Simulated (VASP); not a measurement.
Data:

```
LaB6
1.0
    4.13090     0.00000     0.00000
    0.00000     4.13090     0.00000
    0.00000     0.00000     4.13090
La B
1 6
Direct
  0.00000   0.00000   0.00000
  0.80054   0.50000   0.50000
  0.50000   0.19946   0.50000
  0.50000   0.80054   0.50000
  0.19946   0.50000   0.50000
  0.50000   0.50000   0.80054
  0.50000   0.50000   0.19946
```

Level of theory: PBEsol GGA, VASP's PBE PAW potentials (set 64) (plane waves; VASP). Numerical set-up: 520 eV cut-off, Gaussian smearing of 0.050 eV, potentials La B.

Question: Give the energies of bands 9 to 17 at the high-symmetry points, in eV from the Fermi level.

Answer: 
```
band      Γ      X      M      R
----  -----  -----  -----  -----
9     -7.50  -6.77  -6.67  -4.69
10    -6.94  -6.39  -6.22  -4.69
11    -6.94  -3.44  -4.48  -4.69
12    -1.84  -3.44  -4.48  -2.34
13    -1.84  -3.15  -2.85  -2.34
14    -1.84  -2.54  -2.85  -2.34
15     0.25  -1.43   1.10   1.60
16     0.25   1.61   1.10   1.92
17     0.25   1.63   2.14   1.93
```

It has no gap at this level: it comes out as a metal or semimetal.

The compound is LaB6 in the cab6 structure. It was relaxed first. The electron count is odd and the run is not spin-polarised, which forces a metal.
